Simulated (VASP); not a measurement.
Output of a VASP run:

OSZICAR:
```
       N       E                     dE             d eps       ncg     rms          rms(c)
DAV:   1     0.531721636804E+02    0.53172E+02   -0.65433E+03  6048   0.431E+02
DAV:   2    -0.364072672554E+02   -0.89579E+02   -0.83954E+02  7264   0.149E+02
DAV:   3    -0.385372694554E+02   -0.21300E+01   -0.21100E+01  7248   0.196E+01
DAV:   4    -0.385400712713E+02   -0.28018E-02   -0.28015E-02  6876   0.722E-01
DAV:   5    -0.385400726413E+02   -0.13700E-05   -0.13700E-05  7048   0.174E-02    0.931E+00
DAV:   6    -0.368332827742E+02    0.17068E+01   -0.33147E-01  7020   0.573E+00    0.453E+00
DAV:   7    -0.366659261728E+02    0.16736E+00   -0.18599E-01  6948   0.204E+00    0.268E+00
DAV:   8    -0.366263028522E+02    0.39623E-01   -0.18051E-02  6752   0.782E-01    0.230E-01
DAV:   9    -0.366258621753E+02    0.44068E-03   -0.94201E-04  6664   0.197E-01    0.139E-01
DAV:  10    -0.366259117783E+02   -0.49603E-04   -0.86295E-05  6748   0.533E-02    0.135E-02
DAV:  11    -0.366259153067E+02   -0.35285E-05   -0.42230E-06  7216   0.105E-02    0.111E-02
DAV:  12    -0.366259158312E+02   -0.52450E-06   -0.36687E-07  6744   0.349E-03    0.793E-04
DAV:  13    -0.366259158261E+02    0.51591E-08   -0.27329E-08  3952   0.859E-04
   1 F= -.36625916E+02 E0= -.36625916E+02  d E =-.350404E-11
 imaginary and real dielectric function
```

File OUTCAR:
```
------------------------ aborting loop because EDIFF is reached ----------------------------------------
  FORCE on cell =-STRESS in cart. coord.  units (eV):
  Direction    XX          YY          ZZ          XY          YZ          ZX
  --------------------------------------------------------------------------------------
  Total        0.0008959      0.0008959      0.0000453     -0.0000000     -0.0000000     -0.0000000
  in kB        0.0609752      0.0609752      0.0030826     -0.0000000     -0.0000000     -0.0000000
  external PRESSURE =       0.0416777 kB  Pullay stress =       0.0000000 kB
  volume of cell :       23.54
      direct lattice vectors                 reciprocal lattice vectors
     2.542346481  0.000000000  0.000000000     0.393337418  0.227093508  0.000000000
    -1.271173241  2.201736211  0.000000000     0.000000000  0.454187016  0.000000000
     0.000000000  0.000000000  4.205330060     0.000000000  0.000000000  0.237793463
  FREE ENERGIE OF THE ION-ELECTRON SYSTEM (eV)
  ---------------------------------------------------
  free  energy   TOTEN  =       -36.6259158261 eV

  energy  without entropy=      -36.6259158261  energy(sigma->0) =      -36.62591583

 plasma frequency squared (from intraband transitions) (eV^2)
  --------------------------------------------------------------------------------------
       0.000      -0.000       0.000
      -0.000       0.000       0.000
       0.000       0.000       0.000

 plasma frequency squared (from interband transitions, int dw w eps(2)(w)) (eV^2)
  --------------------------------------------------------------------------------------
     821.087       0.000      -0.000      -0.000       0.000      -0.000
      -0.000       0.000     821.086       0.000      -0.000       0.000
       0.000       0.000      -0.000      -0.000     820.553       0.000
```
(Selected blocks of OUTCAR.)

File POSCAR:
```
BN
1
    2.5423464809     0.0000000000     0.0000000000
   -1.2711732405     2.2017362105     0.0000000000
    0.0000000000     0.0000000000     4.2053300603
B N
2 2
Direct
  0.6666670000   0.3333330000   0.0003383763
  0.3333330000   0.6666670000   0.5003383763
  0.6666670000   0.3333330000   0.3746616237
  0.3333330000   0.6666670000   0.8746616237
```

### Question
Reconstruct the remaining input files.

### Answer
This is not unique; one that fits is the input of the run itself, PBEsol GGA, plane waves, VASP's PBE PAW potentials (set 64).

**KPOINTS**
```
Automatic mesh
0
Gamma
13 13 7
0 0 0
```

### INCAR
```
! general
SYSTEM   =  BN
PREC     =  Accurate
ENCUT    =  520
LREAL    =  F   ! projection in real space or not
LASPH    =  T
NBANDS   =  36

! electronic loop
EDIFF    =  1E-7   ! SCF stop (eV)
NELM     =  100   ! most electronic steps
ALGO     =  Normal   ! blocked Davidson

! smearing
ISMEAR   =  0
SIGMA    =  0.01   ! width (eV)

! functional
GGA      =  PS   ! PBEsol

! output
LWAVE    =  F
LCHARG   =  F
NEDOS    =  1001

! other
LOPTICS  =  T
CSHIFT   =  0.1
```

POTCAR, in this order: B N (PBE.64 set). Program: vasp_std.

The structure comes from a measured BN entry (P6_3mc) of the Crystallography Open Database, whose conditions weren't checked. It was relaxed first.
